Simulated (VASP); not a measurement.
```
CELL_PARAMETERS angstrom
      4.05940     0.00000     0.00000
      0.00000     4.05940     0.00000
      0.00000     0.00000     4.05940
ATOMIC_POSITIONS crystal
  Ba 0.00000 0.00000 0.00000
  Ti 0.50000 0.50000 0.50000
  O  0.50000 0.00000 0.50000
  O  0.00000 0.50000 0.50000
  O  0.50000 0.50000 0.00000
```

These are revPBE GGA, VASP's PBE PAW potentials (set 64) (plane waves; VASP) values and carry that method's errors. Numerical set-up: 520 eV cut-off, 5×5×5 Γ-centred mesh, Gaussian smearing of 0.050 eV, potentials Ba_sv Ti_sv O.

Question: Predict the energy per atom (σ→0).

Answer: 
The energy per atom (σ→0) is -7.642 eV/atom.

Only differences to runs with the same potentials and settings are physical.

The compound is BaTiO3 in the cubic perovskite structure, the ideal cubic form; the compound distorts at low or room temperature. It was relaxed first. The start is the result of an earlier pass.
